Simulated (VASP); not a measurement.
Wanted: the native input for a VASP 6.6.1 run.

```yaml
Task: relaxation of cell and atoms
Functional: PBE
Potentials_or_basis: VASP PAW PBE potentials, release 64 (Zn, Ga_d, P)
Cutoff: 600 eV
k_mesh: 8 × 8 × 6
Occupations: fermi-dirac, width 0.05 eV
Spin: no spin polarisation
Further_INCAR_settings: ALGO = Normal; EDIFF = 1e-07; IBRION = 2; EDIFFG = -0.005; NSW = 40; ISIF = 3
```

The structure of ZnGaP lies in POSCAR:

```
ZnGaP
1.0
    4.0159400000      0.0000000000      0.0000000000
   -2.0079700000      3.4779100000      0.0000000000
    0.0000000000      0.0000000000      4.4042000000
Zn Ga P
1 1 1
Direct
    0.0000000000      0.0000000000      0.5000000000
    0.6666700000      0.3333300000      0.0000000000
    0.3333300000      0.6666700000      0.5000000000
```

The cell was built by a generator and needn't be a form met in nature.

The input as run:

INCAR

```
ALGO = Normal
EDIFF = 1E-7
EDIFFG = -0.005
ENCUT = 600
GGA = PE
IBRION = 2
ISIF = 3
ISMEAR = -1
LASPH = True
LCHARG = False
LREAL = False
LWAVE = False
NELM = 60
NSW = 40
PREC = Accurate
PSTRESS = 0
SIGMA = 0.05
```

KPOINTS

```
k-points
0
Gamma
  8 8 6
```

Potentials or basis: VASP PAW PBE potentials, release 64 (Zn, Ga_d, P).

Launch:

```bash
$ cat potpaw_PBE.64/Zn/POTCAR potpaw_PBE.64/Ga_d/POTCAR potpaw_PBE.64/P/POTCAR > POTCAR
$ mpirun -np 1 vasp_std > vasp.out
```

It gave:

```
Relaxed volume                         : 20.48 Å³/atom
Relaxed cell                           : a = 4.020 Å, b = 4.020 Å, c = 4.391 Å, α = 90.00°, β = 90.00°, γ = 120.00°
Space group after relaxing (to 0.05 Å) : P-6m2 (No. 187)
Energy gained by relaxing              : 0.0 meV/atom
Ionic steps                            : 5
Pressure after relaxing                : 0.0 GPa
Band gap on the k mesh                 : none (metal or under the smearing width)
```

Wall time 2.2 min on 1 thread of Intel(R) Xeon(R) Platinum 8559C (Emerald Rapids), with other jobs on the host, peak memory 0.29 GiB.
